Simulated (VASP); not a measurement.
A VASP calculation is set up with these files.

### KPOINTS
```
Regular mesh
0
Gamma
 12 12 12
0 0 0
```

INCAR:
```
SYSTEM = HgS
PREC = Accurate
ENCUT = 520
EDIFF = 1E-7
NELM = 100
ALGO = Normal
LREAL = .FALSE.
LASPH = .TRUE.
ISMEAR = -5
GGA = CX
LUSE_VDW = .TRUE.
AGGAC = 0.0
LMAXMIX = 6
LWAVE = .FALSE.
LCHARG = .TRUE.
LORBIT = 11
NEDOS = 601
ISIF = 2
```

File POSCAR:
```
HgS
1
    0.0000000000     2.9577339118     2.9577339118
    2.9577339118     0.0000000000     2.9577339118
    2.9577339118     2.9577339118     0.0000000000
Hg S
1 1
Direct
  0.0000000000   0.0000000000   0.0000000000
  0.2500000000   0.2500000000   0.2500000000
```

POTCAR, in this order: Hg S (PBE.64 set). Program: vasp_std.

Task: Write an equivalent input for Quantum ESPRESSO's pw.x.

Result: One equivalent input (not run):
```
&CONTROL
  calculation = 'scf'
  pseudo_dir = './pseudo'
  outdir = './out'
  tprnfor = .true.
  tstress = .true.
/
&SYSTEM
  ibrav = 0
  nat = 2
  ntyp = 2
  ecutwfc = 66
  occupations = 'tetrahedra'
  input_dft = 'vdw-df-cx'
/
&ELECTRONS
  conv_thr = 7.3e-09
  electron_maxstep = 100
/
ATOMIC_SPECIES
  Hg 200.592 Hg.upf
  S 32.060 S.upf
CELL_PARAMETERS angstrom
     0.0000000    2.9577339    2.9577339
     2.9577339    0.0000000    2.9577339
     2.9577339    2.9577339    0.0000000
ATOMIC_POSITIONS crystal
  Hg   0.0000000  0.0000000  0.0000000
  S    0.2500000  0.2500000  0.2500000
K_POINTS automatic
  12 12 12 0 0 0
```
What does not carry over: the potentials are each code's own (VASP's PAW set, PseudoDojo norm-conserving files in pw.x), so ENCUT and ecutwfc are chosen apart and not converted; conv_thr bounds pw.x's estimated SCF error, while EDIFF bounds the energy change between steps.

The compound is HgS in the zinc blende structure, metacinnabar; cinnabar is the stable form. It was relaxed first.
